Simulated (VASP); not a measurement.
VASP input:

INCAR:
```
SYSTEM = Al3Sc
PREC = Accurate
ENCUT = 400
EDIFF = 1E-6
NELM = 100
ALGO = Normal
LREAL = .FALSE.
LASPH = .TRUE.
ISMEAR = 1
SIGMA = 0.1
GGA = PE
LMAXMIX = 4
LWAVE = .FALSE.
LCHARG = .FALSE.
ISIF = 2
```

POSCAR:
```
Al3Sc
1
    4.1820000000     0.0000000000     0.0000000000
    0.0000000000     4.1820000000     0.0000000000
    0.0000000000     0.0000000000     4.1820000000
Sc Al
1 3
Direct
  0.0000000000   0.0000000000   0.0000000000
  0.0000000000   0.5000000000   0.5000000000
  0.5000000000   0.0000000000   0.5000000000
  0.5000000000   0.5000000000   0.0000000000
```

**KPOINTS**
```
k-points along high-symmetry lines
6
Line-mode
Reciprocal
  0.000000   0.000000   0.000000 ! GAMMA
  0.000000   0.500000   0.000000 ! X

  0.000000   0.500000   0.000000 ! X
  0.500000   0.500000   0.000000 ! M

  0.500000   0.500000   0.000000 ! M
  0.000000   0.000000   0.000000 ! GAMMA

  0.000000   0.000000   0.000000 ! GAMMA
  0.500000   0.500000   0.500000 ! R

  0.500000   0.500000   0.500000 ! R
  0.000000   0.500000   0.000000 ! X

  0.500000   0.500000   0.500000 ! R
  0.500000   0.500000   0.000000 ! M
```

POTCAR, in this order: Sc_sv Al (PBE.64 set). Program: vasp_std.

The resulting files:

File standard output:
```
 POSCAR found type information on POSCAR ScAl
 POSCAR found :  2 types and       4 ions
 Reading from existing POTCAR
 Reading from existing POTCAR
 LDA part: xc-table for (Slater+PW92), standard interpolation
 POSCAR, INCAR and KPOINTS ok, starting setup
 WAVECAR not read
 entering main loop
       N       E                     dE             d eps       ncg     rms          rms(c)
DAV:   1     0.100802380932E+03    0.10080E+03   -0.73497E+03  1016   0.105E+03
DAV:   2    -0.135224061006E+02   -0.11432E+03   -0.11194E+03  1014   0.340E+02
DAV:   3    -0.204951941787E+02   -0.69728E+01   -0.66492E+01  1534   0.659E+01
DAV:   4    -0.206455351839E+02   -0.15034E+00   -0.14897E+00  1396   0.102E+01
DAV:   5    -0.206499837261E+02   -0.44485E-02   -0.44467E-02  1486   0.170E+00    0.803E+00
DAV:   6    -0.195355506535E+02    0.11144E+01   -0.53754E+00  1638   0.255E+01    0.264E+00
DAV:   7    -0.194864762814E+02    0.49074E-01   -0.74328E-02  1178   0.215E+00    0.147E+00
DAV:   8    -0.194619078867E+02    0.24568E-01   -0.42102E-02  1464   0.155E+00    0.208E-01
DAV:   9    -0.194617556450E+02    0.15224E-03   -0.28684E-03  1260   0.469E-01    0.784E-02
DAV:  10    -0.194617161995E+02    0.39446E-04   -0.15345E-04  1536   0.112E-01    0.620E-02
DAV:  11    -0.194617177367E+02   -0.15372E-05   -0.12048E-05  1412   0.329E-02    0.311E-02
DAV:  12    -0.194617072450E+02    0.10492E-04   -0.30850E-05  1308   0.401E-02    0.277E-03
DAV:  13    -0.194617073507E+02   -0.10577E-06   -0.85423E-07   906   0.582E-03
   1 F= -.19461707E+02 E0= -.19461723E+02  d E =0.474988E-04
```

File OUTCAR:
```
------------------------ aborting loop because EDIFF is reached ----------------------------------------
  FORCE on cell =-STRESS in cart. coord.  units (eV):
  Direction    XX          YY          ZZ          XY          YZ          ZX
  --------------------------------------------------------------------------------------
  Total       -1.9998854     -1.9998854     -1.9998854      0.0000000     -0.0000000     -0.0000000
  in kB      -43.8090268    -43.8090268    -43.8090268      0.0000000     -0.0000000     -0.0000000
  external PRESSURE =     -43.8090268 kB  Pullay stress =       0.0000000 kB
  volume of cell :       73.14
      direct lattice vectors                 reciprocal lattice vectors
     4.182000000  0.000000000  0.000000000     0.239120038  0.000000000  0.000000000
     0.000000000  4.182000000  0.000000000     0.000000000  0.239120038  0.000000000
     0.000000000  0.000000000  4.182000000     0.000000000  0.000000000  0.239120038
 POSITION                                       TOTAL-FORCE (eV/Angst)
 -----------------------------------------------------------------------------------
      0.00000      0.00000      0.00000         0.000000      0.000000      0.000000
      0.00000      2.09100      2.09100         0.000000      0.000000      0.000000
      2.09100      0.00000      2.09100         0.000000      0.000000      0.000000
      2.09100      2.09100      0.00000         0.000000      0.000000      0.000000
 -----------------------------------------------------------------------------------
    total drift:                               -0.000000     -0.000000     -0.000000
  FREE ENERGIE OF THE ION-ELECTRON SYSTEM (eV)
  ---------------------------------------------------
  free  energy   TOTEN  =       -19.4617073507 eV

  energy  without entropy=      -19.4617548496  energy(sigma->0) =      -19.46172318
```
(Selected blocks of OUTCAR.)

Question: Read input and log: which fault does this run have?
(A) POTIM is too large for the ionic optimiser
(B) LSORBIT needs the non-collinear program vasp_ncl
(C) ICHARG = 11 asks for a fixed density, but there is no CHGCAR
(D) a line-mode KPOINTS file was used for a self-consistent run

Answer: D, a line-mode KPOINTS file was used for a self-consistent run. The run ends without an error. Against the sound run, the energy per atom (σ→0) decreases by 0.059 eV/atom; the pressure falls by 0.12 GPa.

To mend it, correct KPOINTS.
File KPOINTS:
```
Automatic mesh
0
Gamma
6 6 6
0 0 0
```
The mended run (PBE GGA, plane waves, VASP's PBE PAW potentials (set 64)) converges, and its OSZICAR ends with
```
   1 F= -.19226407E+02 E0= -.19224483E+02  d E =-.577208E-02
```

The compound is Al3Sc in the L1_2 structure. The cell was not relaxed at this level.
